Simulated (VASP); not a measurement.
The input files of a VASP run:

KPOINTS:
```
kpoints
0
gamma
  8 8 8
0 0 0
```

**POSCAR**
```
NiO
1
    4.1521227941     2.0722138308     2.0722138308
    2.0722138308     4.1521227941     2.0722138308
    2.0722138308     2.0722138308     4.1521227941
Ni O
2 2
Direct
  0.0000000000   0.0000000000   0.0000000000
  0.5000000000   0.5000000000   0.5000000000
  0.2500000000   0.2500000000   0.2500000000
  0.7500000000   0.7500000000   0.7500000000
```

**INCAR**
```
! general
SYSTEM   = NiO
PREC     = Accurate
ENCUT    = 520   ! plane-wave cut-off (eV)
LREAL    = .FALSE.   ! projection in real space or not
LASPH    = .TRUE.   ! aspherical one-centre terms

! electronic loop
EDIFF    = 1E-6   ! SCF stop (eV)
NELM     = 100   ! most electronic steps
ALGO     = Normal   ! blocked Davidson
LMAXMIX  = 4

! smearing
ISMEAR   = 0   ! Gaussian
SIGMA    = 0.05

! functional
GGA      = MK
LUSE_VDW = .TRUE.
AGGAC    = 0.0
PARAM1   = 0.1234568
PARAM2   = 0.7114
ZAB_VDW  = -1.8867

! spin
ISPIN    = 2
MAGMOM   = 1.3 -1.3 2*0.0

! ions
IBRION   = 2   ! conjugate gradients
NSW      = 60   ! most ionic steps
ISIF     = 3
EDIFFG   = -0.02   ! ionic stop

! output
LWAVE    = .FALSE.
LCHARG   = .FALSE.
LORBIT   = 10
```

POTCAR, in this order: Ni O (PBE.64 set). Program: vasp_std.

Question: Translate this rev-vdW-DF2 calculation to Quantum ESPRESSO's pw.x.

Answer: One equivalent input (not run):
```
&CONTROL
  calculation = 'vc-relax'
  pseudo_dir = './pseudo'
  outdir = './out'
  tprnfor = .true.
  tstress = .true.
  nstep = 60
  forc_conv_thr = 0.00078
/
&SYSTEM
  ibrav = 0
  nat = 4
  ntyp = 3
  ecutwfc = 98
  occupations = 'smearing'
  smearing = 'gaussian'
  degauss = 0.003675
  input_dft = 'vdw-df2-b86r'
  nspin = 2
  starting_magnetization(1) = 0.13
  starting_magnetization(2) = -0.13
/
&ELECTRONS
  conv_thr = 7.3e-08
  electron_maxstep = 100
/
&IONS
/
&CELL
/
ATOMIC_SPECIES
  Ni1 58.693 Ni.upf
  Ni2 58.693 Ni.upf
  O 15.999 O.upf
CELL_PARAMETERS angstrom
     4.1521228    2.0722138    2.0722138
     2.0722138    4.1521228    2.0722138
     2.0722138    2.0722138    4.1521228
ATOMIC_POSITIONS crystal
  Ni1  0.0000000  0.0000000  0.0000000
  Ni2  0.5000000  0.5000000  0.5000000
  O    0.2500000  0.2500000  0.2500000
  O    0.7500000  0.7500000  0.7500000
K_POINTS automatic
  8 8 8 0 0 0
```
The two are equivalent in intent, not identical: the potentials are each code's own (VASP's PAW set, PseudoDojo norm-conserving files in pw.x), so ENCUT and ecutwfc are chosen apart and not converted; conv_thr bounds pw.x's estimated SCF error, while EDIFF bounds the energy change between steps; starting_magnetization is a fraction of the valence charge and MAGMOM a moment in μB, so they match only roughly; forc_conv_thr acts on force components and is met together with etot_conv_thr.

The compound is NiO in the rock salt, AFM-II order structure. It was relaxed first. The start is the result of an earlier pass.
